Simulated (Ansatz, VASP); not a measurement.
# Cross-check of GaN between VASP and Ansatz

Wanted: the spread between two codes on one cell, functional and k mesh. The cell is taken from a series of runs on this material, whose earlier steps may have relaxed, scaled, displaced or heated it; both programs get it as it stands.

Calculated with Ansatz 0.2.0; plane waves, with VASP 6.6.1 beside it; zone-centre phonons at LDA.

## (1) Starting point

It takes space group F-43m (No. 216, cubic). Conventional cell: a = 4.301 Å, b = 4.301 Å, c = 4.301 Å, α = 90.00°, β = 90.00°, γ = 90.00°. N has 4 Ga at 1.86 Å nearest. Nearest to Ga lie 4 N at 1.86 Å. Farther neighbours and most contacts between anions are not listed.

## (2) VASP: zone-centre phonons, LDA, pair 1

Second derivatives magnify differences that forces hide, and they need a tight electronic threshold.

Lines of VASP's logs that name or quote its potential files are left out, and so is its time.

The input, INCAR:

```
SYSTEM = GaN
PREC = Accurate
ENCUT = 600
EDIFF = 1E-08
NELM = 120
ISMEAR = 0
SIGMA = 0.01
LREAL = .FALSE.
ALGO = Normal
GGA = CA
NBANDS = 15
LORBIT = 11
LWAVE = .FALSE.
LCHARG = .FALSE.
ISIF = 2
IBRION = 8
LEPSILON = .TRUE.
LASPH = .TRUE.
GGA_COMPAT = .FALSE.
EFERMI = MIDGAP
KPAR = 2
```

The input, POSCAR:

```
GaN
1.0
    0.0000000000      2.1507265842      2.1507265842
    2.1507265842      0.0000000000      2.1507265842
    2.1507265842      2.1507265842      0.0000000000
N Ga
1 1
Direct
    0.2500000000      0.2500000000      0.2500000000
    0.0000000000      0.0000000000      0.0000000000
```

The input, KPOINTS:

```
Automatic mesh
0
Gamma
12 12 12
0 0 0
```

PAW data sets: N and Ga_d (LDA family, release 64).

Started as:

```console
$ mpirun -np 2 vasp_std
```

Numbers of over 12 decimals in the logs are rounded to 6 here.

Output:

```text
[banner, memory and clock lines left out]
running    2 mpi-ranks, on    1 nodes
 distrk:  each k-point on    1 cores,    2 groups
 distr:  one band on    1 cores,    1 groups

 POSCAR found type information on POSCAR N Ga
 POSCAR found :  2 types and       2 ions
 LDA part: xc-table for (Slater(with rela. corr.)+CA(PZ))
 , standard interpolation
 POSCAR, INCAR and KPOINTS ok, starting setup
 FFT: planning ... GRIDC
 FFT: planning ... GRID_SOFT
 FFT: planning ... GRID
 WAVECAR not read
 entering main loop
       N       E                     dE             d eps       ncg     rms          rms(c)
DAV:   1     0.840436063574E+02    0.84044E+02   -0.10226E+04  2455   0.239E+03
DAV:   2    -0.103291895725E+02   -0.94373E+02   -0.88355E+02  2392   0.356E+02
DAV:   3    -0.160177351585E+02   -0.56885E+01   -0.56666E+01  2496   0.748E+01
DAV:   4    -0.160762422640E+02   -0.58507E-01   -0.58491E-01  2589   0.778E+00
DAV:   5    -0.160769573715E+02   -0.71511E-03   -0.71510E-03  2661   0.840E-01    0.808E+00
DAV:   6    -0.138107376898E+02    0.22662E+01   -0.51893E+00  3217   0.485E+01    0.268E+00
DAV:   7    -0.137847547391E+02    0.25983E-01   -0.32711E-01  2489   0.623E+00    0.174E+00
DAV:   8    -0.137582303534E+02    0.26524E-01   -0.53457E-02  2963   0.319E+00    0.571E-01
DAV:   9    -0.137556048254E+02    0.26255E-02   -0.12198E-02  3095   0.289E+00    0.144E-01
DAV:  10    -0.137554982017E+02    0.10662E-03   -0.13986E-03  2782   0.606E-01    0.282E-02
DAV:  11    -0.137554822966E+02    0.15905E-04   -0.10384E-04  3191   0.153E-01    0.102E-02
DAV:  12    -0.137554830681E+02   -0.77150E-06   -0.67539E-06  2608   0.306E-02    0.558E-03
DAV:  13    -0.137554830541E+02    0.13995E-07   -0.15269E-07  2740   0.761E-03    0.268E-03
DAV:  14    -0.137554830473E+02    0.68339E-08   -0.87293E-09  1823   0.108E-03
   1 F= -.13755483E+02 E0= -.13755483E+02  d E =0.000000E+00
 Linear response reoptimize wavefunctions to high precision
DAV:   1    -0.137554830472E+02    0.95042E-10   -0.15188E-09  1888   0.526E-04
DAV:   2    -0.137554830473E+02   -0.58662E-10   -0.29727E-10  1374   0.183E-04
 Linear response G [H, r] |phi>, progress :
  Direction:   1
       N       E                     dE             d eps       ncg     rms
 LRF_COMMUTATOR internal error: the vector H(1)-e(1) S(1) |phi(0)> is not orthog
 onal to |phi(0)> (-1.024303383418967E-004,-3.957945082788683E-014)
 LRF_COMMUTATOR internal error: the vector H(1)-e(1) S(1) |phi(0)> is not orthog
 onal to |phi(0)> (-1.210675462767069E-004,-4.024558464266192E-015)
 LRF_COMMUTATOR internal error: the vector H(1)-e(1) S(1) |phi(0)> is not orthog
 onal to |phi(0)> (1.251118693804190E-004,1.257847992430783E-014)
 LRF_COMMUTATOR internal error: the vector H(1)-e(1) S(1) |phi(0)> is not orthog
 onal to |phi(0)> (-1.173317411966579E-004,2.137179322403426E-015)
 LRF_COMMUTATOR internal error: the vector H(1)-e(1) S(1) |phi(0)> is not orthog
 onal to |phi(0)> (1.054141643472839E-004,-1.613639777353626E-014)
 LRF_COMMUTATOR internal error: the vector H(1)-e(1) S(1) |phi(0)> is not orthog
 onal to |phi(0)> (-1.066938416303329E-004,6.245004513516506E-015)
RMM:   1    -0.476244399368E+02   -0.47624E+02   -0.47882E+01  2643   0.297E+02
 LRF_COMMUTATOR internal error: the vector H(1)-e(1) S(1) |phi(0)> is not orthog
 onal to |phi(0)> (-1.024303383418967E-004,-3.957945082788683E-014)
 LRF_COMMUTATOR internal error: the vector H(1)-e(1) S(1) |phi(0)> is not orthog
 onal to |phi(0)> (-1.173317411966579E-004,2.137179322403426E-015)
 LRF_COMMUTATOR internal error: the vector H(1)-e(1) S(1) |phi(0)> is not orthog
 onal to |phi(0)> (-1.210675462767069E-004,-4.024558464266192E-015)
 LRF_COMMUTATOR internal error: the vector H(1)-e(1) S(1) |phi(0)> is not orthog
 onal to |phi(0)> (1.054141643472839E-004,-1.613639777353626E-014)
 LRF_COMMUTATOR internal error: the vector H(1)-e(1) S(1) |phi(0)> is not orthog
 onal to |phi(0)> (1.251118693804190E-004,1.257847992430783E-014)
 LRF_COMMUTATOR internal error: the vector H(1)-e(1) S(1) |phi(0)> is not orthog
 onal to |phi(0)> (-1.066938416303329E-004,6.245004513516506E-015)
RMM:   2    -0.492045784029E+02   -0.15801E+01   -0.75507E+01  4135   0.622E+01
 LRF_COMMUTATOR internal error: the vector H(1)-e(1) S(1) |phi(0)> is not orthog
 onal to |phi(0)> (-1.024303383418967E-004,-3.957945082788683E-014)
 LRF_COMMUTATOR internal error: the vector H(1)-e(1) S(1) |phi(0)> is not orthog
 onal to |phi(0)> (-1.210675462767069E-004,-4.024558464266192E-015)
 LRF_COMMUTATOR internal error: the vector H(1)-e(1) S(1) |phi(0)> is not orthog
 onal to |phi(0)> (1.251118693804190E-004,1.257847992430783E-014)
 LRF_COMMUTATOR internal error: the vector H(1)-e(1) S(1) |phi(0)> is not orthog
 onal to |phi(0)> (-1.066938416303329E-004,6.245004513516506E-015)
 LRF_COMMUTATOR internal error: the vector H(1)-e(1) S(1) |phi(0)> is not orthog
 onal to |phi(0)> (-1.173317411966579E-004,2.137179322403426E-015)
 LRF_COMMUTATOR internal error: the vector H(1)-e(1) S(1) |phi(0)> is not orthog
[...]
RMM:   5    -0.287086953101E+00   -0.11933E-05   -0.70145E-06  4613   0.196E-02
RMM:   6    -0.287086989966E+00   -0.36865E-07   -0.40140E-07  4650   0.562E-03
RMM:   7    -0.287087010361E+00   -0.20394E-07   -0.92956E-08  4471   0.179E-03
RMM:   8    -0.287087007353E+00    0.30082E-08   -0.19062E-09  3832   0.601E-04
[...]
RMM:  10    -0.245758805405E+00    0.57625E-05   -0.15524E-08 17618   0.709E-04    0.397E-05
RMM:  11    -0.245758196900E+00    0.60851E-06    0.38836E-08 15564   0.167E-04    0.149E-05
RMM:  12    -0.245758384230E+00   -0.18733E-06    0.45309E-08  7418   0.636E-05    0.575E-06
 change of polarisation eV/A/(eV/A) component  1 :     0.468     0.090     0.052
 dielectric tensor                  component  1 :     5.256     0.820     0.469
 Linear response to external field, progress :
  Direction:   2
       N       E                     dE             d eps       ncg     rms          rms(c)
RMM:   1    -0.370994337409E-01   -0.37099E-01    0.17019E+00  9078   0.772E+00
RMM:   2    -0.242963587363E+00   -0.20586E+00   -0.26045E-02 17092   0.150E+00    0.724E-01
RMM:   3    -0.239372969257E+00    0.35906E-02   -0.40037E-03 16971   0.534E-01    0.418E-01
RMM:   4    -0.245487968748E+00   -0.61150E-02   -0.36452E-03 17002   0.536E-01    0.321E-02
RMM:   5    -0.245570301752E+00   -0.82333E-04   -0.31650E-04 17753   0.133E-01    0.316E-02
RMM:   6    -0.245343416451E+00    0.22689E-03   -0.52280E-05 17421   0.451E-02    0.124E-02
RMM:   7    -0.245735636625E+00   -0.39222E-03   -0.66662E-06 17201   0.167E-02    0.449E-03
RMM:   8    -0.245763019862E+00   -0.27383E-04   -0.55369E-07 17464   0.714E-03    0.908E-04
RMM:   9    -0.245764589640E+00   -0.15698E-05   -0.75460E-08 17772   0.175E-03    0.642E-04
RMM:  10    -0.245758801896E+00    0.57877E-05    0.15060E-07 17618   0.718E-04    0.407E-05
RMM:  11    -0.245758215648E+00    0.58625E-06    0.21906E-07 15585   0.170E-04    0.141E-05
RMM:  12    -0.245758381486E+00   -0.16584E-06    0.18365E-07  7348   0.633E-05    0.527E-06
 change of polarisation eV/A/(eV/A) component  2 :     0.070     0.468     0.055
 dielectric tensor                  component  2 :     0.634     5.256     0.496
 Linear response to external field, progress :
  Direction:   3
       N       E                     dE             d eps       ncg     rms          rms(c)
RMM:   1    -0.370781895439E-01   -0.37078E-01    0.17021E+00  9078   0.772E+00
RMM:   2    -0.242965314806E+00   -0.20589E+00   -0.26032E-02 17096   0.150E+00    0.724E-01
RMM:   3    -0.239373151662E+00    0.35922E-02   -0.40041E-03 16972   0.534E-01    0.418E-01
RMM:   4    -0.245487076244E+00   -0.61139E-02   -0.36361E-03 17001   0.535E-01    0.321E-02
RMM:   5    -0.245570144028E+00   -0.83068E-04   -0.31476E-04 17761   0.133E-01    0.316E-02
RMM:   6    -0.245343836517E+00    0.22631E-03   -0.52838E-05 17420   0.451E-02    0.124E-02
RMM:   7    -0.245735789668E+00   -0.39195E-03   -0.65376E-06 17207   0.167E-02    0.449E-03
RMM:   8    -0.245763162853E+00   -0.27373E-04   -0.38952E-07 17464   0.716E-03    0.930E-04
RMM:   9    -0.245764624539E+00   -0.14617E-05   -0.10991E-07 17758   0.176E-03    0.630E-04
RMM:  10    -0.245758864481E+00    0.57601E-05    0.96940E-08 17637   0.708E-04    0.395E-05
RMM:  11    -0.245758263309E+00    0.60117E-06    0.17361E-07 15560   0.166E-04    0.148E-05
RMM:  12    -0.245758442908E+00   -0.17960E-06    0.19239E-07  7328   0.625E-05    0.552E-06
 change of polarisation eV/A/(eV/A) component  3 :     0.057     0.085     0.468
 dielectric tensor                  component  3 :     0.520     0.769     5.256
 Linear response DOF=           2
 Linear response progress:
  Degree of freedom:   1/  2
       N       E                     dE             d eps       ncg     rms          rms(c)
RMM:   1    -0.237159294725E+00   -0.23716E+00    0.11669E-01 19710   0.447E+00
RMM:   2    -0.229688325354E+00    0.74710E-02   -0.10234E-02 14518   0.107E+00    0.161E-01
RMM:   3    -0.230708834762E+00   -0.10205E-02   -0.15305E-03 15923   0.345E-01    0.785E-02
RMM:   4    -0.232111890448E+00   -0.14031E-02   -0.44798E-04 15992   0.149E-01    0.189E-02
RMM:   5    -0.232205722037E+00   -0.93832E-04   -0.12621E-05 16389   0.340E-02    0.302E-03
RMM:   6    -0.232161414131E+00    0.44308E-04   -0.64888E-07 16340   0.808E-03    0.104E-03
RMM:   7    -0.232152250463E+00    0.91637E-05   -0.16781E-07 16652   0.208E-03    0.134E-04
RMM:   8    -0.232153998940E+00   -0.17485E-05   -0.95004E-08 16402   0.570E-04    0.221E-05
RMM:   9    -0.232153809982E+00    0.18896E-06   -0.99772E-08 17016   0.195E-04    0.656E-06
RMM:  10    -0.232153902314E+00   -0.92332E-07   -0.10592E-07 16654   0.986E-05    0.124E-06
RMM:  11    -0.232153894500E+00    0.78138E-08   -0.10703E-07 16629   0.667E-05    0.429E-07
RMM:  12    -0.232153896060E+00   -0.15599E-08   -0.10772E-07 14818   0.579E-05    0.173E-07
RMM:  13    -0.232153895036E+00    0.10238E-08   -0.10783E-07 12534   0.552E-05    0.585E-08
 first order change of Fermi-energy  -0.58465E+00
 force on displaced ion       1 direction 1 : -18.101  -0.000  -0.000
 Born effective charge ion    1 direction 1 :  -2.573   0.000   0.000
 Linear response progress:
  Degree of freedom:   2/  2
       N       E                     dE             d eps       ncg     rms          rms(c)
RMM:   1    -0.163077426306E+00   -0.16308E+00    0.37204E-01 10592   0.992E+00
RMM:   2    -0.160897353678E+00    0.21801E-02   -0.40745E-02 16248   0.182E+00    0.639E-02
RMM:   3    -0.161205965213E+00   -0.30861E-03   -0.25018E-03 16483   0.409E-01    0.383E-02
RMM:   4    -0.160905169231E+00    0.30080E-03   -0.16711E-04 17322   0.113E-01    0.408E-03
RMM:   5    -0.160908697432E+00   -0.35282E-05    0.17942E-06 17786   0.314E-02    0.244E-03
RMM:   6    -0.160905047061E+00    0.36504E-05    0.58775E-06 17705   0.975E-03    0.311E-04
RMM:   7    -0.160905069892E+00   -0.22830E-07    0.35828E-06 17928   0.337E-03    0.165E-04
RMM:   8    -0.160905674711E+00   -0.60482E-06    0.20983E-06 17854   0.114E-03    0.315E-05
RMM:   9    -0.160905598527E+00    0.76184E-07    0.97410E-07 17849   0.445E-04    0.102E-05
RMM:  10    -0.160905545700E+00    0.52827E-07    0.57346E-07 17751   0.197E-04    0.204E-06
RMM:  11    -0.160905567322E+00   -0.21622E-07    0.24717E-07 18195   0.104E-04    0.512E-07
RMM:  12    -0.160905573497E+00   -0.61741E-08    0.20582E-07 17590   0.680E-05    0.331E-07
RMM:  13    -0.160905591027E+00   -0.17531E-07    0.28608E-08 15741   0.536E-05    0.120E-07
RMM:  14    -0.160905597307E+00   -0.62793E-08   -0.31530E-08 14861   0.475E-05    0.414E-08
 first order change of Fermi-energy   0.58496E+00
 force on displaced ion       2 direction 1 : -18.107   0.000   0.000
 Born effective charge ion    2 direction 1 :   2.573   0.000   0.000
 Born effective charges drift removed
 Linear response finished
```

OUTCAR, selected parts (step 2):

```text
ion  position               nearest neighbor table
   1  0.250  0.250  0.250-   2 1.86   2 1.86   2 1.86   2 1.86
   2  0.000  0.000  0.000-   1 1.86   1 1.86   1 1.86   1 1.86

  LATTYP: Found a face centered cubic cell.
 ALAT       =     4.3014531684

 Subroutine GETGRP returns: Found 24 space group operations
 (whereof 24 operations were pure point group operations)

The static configuration has the point symmetry T_d .

 Found     72 irreducible k-points:

   k-points           NKPTS =     72   k-points in BZ     NKDIM =     72   number of bands    NBANDS=     15

   dimension x,y,z NGX =    24 NGY =   24 NGZ =   24
   dimension x,y,z NGXF=    48 NGYF=   48 NGZF=   48

   ENCUT  =  600.0 eV  44.10 Ry    6.64 a.u.   6.07  6.07  6.07*2*pi/ulx,y,z

   NELECT =      18.0000    total number of electrons

 k-points in reciprocal lattice and weights: Automatic mesh
   0.00000000  0.00000000  0.00000000       0.001
   0.08333333  0.00000000  0.00000000       0.005
   0.16666667  0.00000000  0.00000000       0.005
   0.25000000  0.00000000  0.00000000       0.005
   0.33333333  0.00000000  0.00000000       0.005
   0.41666667  0.00000000  0.00000000       0.005
   0.50000000  0.00000000  0.00000000       0.002
   0.08333333  0.08333333  0.00000000       0.003
   0.16666667  0.08333333  0.00000000       0.014
[...]
-0.33333333  0.50000000  0.16666667       0.007
  -0.25000000  0.50000000  0.25000000       0.003

 average (electrostatic) potential at core
       1 -60.4584       2 -63.1440

  Total        3.5176150      3.5176150      3.5176150     -0.0000000      0.0000000     -0.0000000
  in kB      283.2521973    283.2521973    283.2521973     -0.0000000      0.0000000     -0.0000000
  external PRESSURE =     283.2521973 kB  Pullay stress =       0.0000000 kB

  energy-cutoff  :      600.00
  volume of cell :       19.90
      direct lattice vectors                 reciprocal lattice vectors
     0.000000000  2.150726584  2.150726584    -0.232479574  0.232479574  0.232479574
     2.150726584  0.000000000  2.150726584     0.232479574 -0.232479574  0.232479574
     2.150726584  2.150726584  0.000000000     0.232479574  0.232479574 -0.232479574

 POSITION                                       TOTAL-FORCE (eV/Angst)
 -----------------------------------------------------------------------------------
      1.07536      1.07536      1.07536        -0.000000     -0.000000     -0.000000
      0.00000      0.00000      0.00000         0.000000      0.000000      0.000000
 -----------------------------------------------------------------------------------
    total drift:                                0.000003      0.000003      0.000003

 MACROSCOPIC STATIC DIELECTRIC TENSOR (including local field effects in DFT)
 ------------------------------------------------------
           5.256258    -0.000000     0.000000
          -0.000000     5.256258    -0.000000
           0.000000    -0.000000     5.256258
 ------------------------------------------------------

 PIEZOELECTRIC TENSOR (including local field effects)  for field in x, y, z        (C/m^2)
          XX          YY          ZZ          XY          YZ          ZX
  --------------------------------------------------------------------------------
  x     0.00000    -0.00000    -0.00000     0.00000    -1.00042     0.00000
  y     0.00000     0.00000     0.00000     0.00000     0.00000    -1.00042
  z    -0.00000    -0.00000    -0.00000    -1.00042     0.00000     0.00000

 BORN EFFECTIVE CHARGES (including local field effects) (in |e|, cummulative output)
 ---------------------------------------------------------------------------------
 ion    1
    1    -2.57267     0.00000     0.00000
    2     0.00000    -2.57267     0.00000
    3    -0.00000    -0.00000    -2.57267
 ion    2
    1     2.57267     0.00000    -0.00000
    2     0.00000     2.57267     0.00000
    3     0.00000     0.00000     2.57267

 Eigenvectors and eigenvalues of the dynamical matrix
 ----------------------------------------------------

   1 f  =   19.479410 THz   122.392740 2PiTHz  649.763163 cm-1    80.560329 meV
             X         Y         Z           dx          dy          dz
      1.075363  1.075363  1.075363     0.000000    0.912541    0.000000
      0.000000  0.000000  0.000000     0.000000   -0.408986    0.000000

   2 f  =   19.479410 THz   122.392740 2PiTHz  649.763163 cm-1    80.560329 meV
             X         Y         Z           dx          dy          dz
      1.075363  1.075363  1.075363     0.912541    0.000000    0.000000
      0.000000  0.000000  0.000000    -0.408986    0.000000    0.000000

   3 f  =   19.479410 THz   122.392740 2PiTHz  649.763163 cm-1    80.560329 meV
             X         Y         Z           dx          dy          dz
      1.075363  1.075363  1.075363     0.000000    0.000000    0.912541
      0.000000  0.000000  0.000000     0.000000    0.000000   -0.408986

   4 f/i=    0.001074 THz     0.006749 2PiTHz    0.035831 cm-1     0.004443 meV
             X         Y         Z           dx          dy          dz
      1.075363  1.075363  1.075363     0.000000   -0.408986    0.000000
      0.000000  0.000000  0.000000     0.000000   -0.912541    0.000000

   5 f/i=    0.001074 THz     0.006749 2PiTHz    0.035831 cm-1     0.004443 meV
             X         Y         Z           dx          dy          dz
      1.075363  1.075363  1.075363    -0.408986    0.000000    0.000000
      0.000000  0.000000  0.000000    -0.912541    0.000000    0.000000

   6 f/i=    0.001074 THz     0.006749 2PiTHz    0.035831 cm-1     0.004443 meV
             X         Y         Z           dx          dy          dz
      1.075363  1.075363  1.075363     0.000000    0.000000   -0.408986
      0.000000  0.000000  0.000000     0.000000    0.000000   -0.912541

 MACROSCOPIC STATIC DIELECTRIC TENSOR IONIC CONTRIBUTION
 ------------------------------------------------------
           3.324835     0.000000    -0.000000
           0.000000     3.324835    -0.000000
          -0.000000    -0.000000     3.324835
 ------------------------------------------------------

 ELASTIC MODULI CONTR FROM IONIC RELAXATION (kBar)
 Direction    XX          YY          ZZ          XY          YZ          ZX
 --------------------------------------------------------------------------------
 XX          -0.0000      0.0000      0.0000     -0.0000      0.0000      0.0000
 YY           0.0000     -0.0000     -0.0000     -0.0000     -0.0000      0.0000
 ZZ           0.0000     -0.0000     -0.0000      0.0000     -0.0000      0.0000
 XY          -0.0000     -0.0000      0.0000  -1157.1785      0.0000      0.0000
 YZ           0.0000     -0.0000     -0.0000      0.0000  -1157.1785     -0.0000
 ZX           0.0000      0.0000      0.0000      0.0000     -0.0000  -1157.1785
 --------------------------------------------------------------------------------

 PIEZOELECTRIC TENSOR IONIC CONTR  for field in x, y, z        (C/m^2)
          XX          YY          ZZ          XY          YZ          ZX
  --------------------------------------------------------------------------------
  x    -0.00000     0.00000     0.00000    -0.00000     1.84568     0.00000
  y    -0.00000    -0.00000    -0.00000    -0.00000     0.00000     1.84568
  z     0.00000     0.00000    -0.00000     1.84568    -0.00000    -0.00000
```

[end of part 1 of 3]

[Lines on the potential files, build, host, timing and source positions are cut from VASP's logs without a mark.]

[Logs are printed without paths, hosts, clocks, repeated set-up lines and the standing remarks that a program may print on its own settings, such as how far it seeks lower states.]

[Hosts, paths, dates, database ids (printed as entryN), source tags and the programs' standing remarks are cut or masked in the printed files.]
